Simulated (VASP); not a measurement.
Write the native input for VASP 6.6.1 that does the following.

| Property | Result |
| --- | --- |
| Task | relaxation of cell and atoms |
| Functional | PBE |
| Dispersion | D3 |
| Potentials or basis | VASP PAW PBE potentials, release 64 (Ba_sv, Si) |
| Cutoff | 600 eV |
| k mesh | 4 × 4 × 4 |
| Occupations | fermi-dirac, width 0.05 eV |
| Spin | no spin polarisation |
| Further INCAR settings | ALGO = Normal; EDIFF = 1e-06; IBRION = 2; EDIFFG = -0.02; NSW = 60; ISIF = 3 |

The structure of Ba4Si lies in POSCAR:

```
Ba4Si
1.0
   -3.9635100000      3.9635100000      3.9635100000
    3.9635100000     -3.9635100000      3.9635100000
    3.9635100000      3.9635100000     -3.9635100000
Ba Si
4 1
Direct
    0.5000000000      0.5000000000      0.5000000000
    0.5000000000      0.0000000000      0.0000000000
    0.0000000000      0.0000000000      0.5000000000
    0.0000000000      0.5000000000      0.0000000000
    0.0000000000      0.0000000000      0.0000000000
```

The cell was built by a generator and needn't be a form met in nature.

One way to write it, as run:

INCAR

```
SYSTEM = Ba4Si
PREC = Accurate ; ENCUT = 600
EDIFF = 1E-6 ; ISMEAR = -1
SIGMA = 0.05 ; LREAL = .FALSE.
LASPH = .TRUE. ; NELM = 100
ALGO = Normal ; ISIF = 3
LWAVE = .FALSE. ; LCHARG = .FALSE.
GGA = PE ; IVDW = 11
IBRION = 2 ; NSW = 60
EDIFFG = -0.02
```

KPOINTS

```
regular mesh
0
G
  4 4 4
  0 0 0
```

Potentials or basis: VASP PAW PBE potentials, release 64 (Ba_sv, Si).

Launch:

```bash
$ cat potpaw_PBE.64/Ba_sv/POTCAR potpaw_PBE.64/Si/POTCAR > POTCAR
$ mpirun -np 1 vasp_std > vasp.out
```

Results of the run:

The relaxed volume is 49.02 Å³/atom and the relaxed cell is a = 6.828 Å, b = 6.828 Å, c = 6.828 Å, α = 109.47°, β = 109.47°, γ = 109.47°. The space group after relaxing (to 0.05 Å) is Im-3m (No. 229) and the energy gained by relaxing is 0.6 meV/atom. The ionic steps are 3, the pressure after relaxing is 0.0 GPa and the band gap on the k mesh is none (metal or under the smearing width). The dispersion energy per atom is -0.148 eV.

Caveat: pairwise dispersion overbinds metals, which lowers pressure and volume.

Run time: 2.1 min on 1 thread of Intel(R) Xeon(R) Platinum 8488C (Sapphire Rapids), with other jobs on the host, peak memory 0.44 GiB.
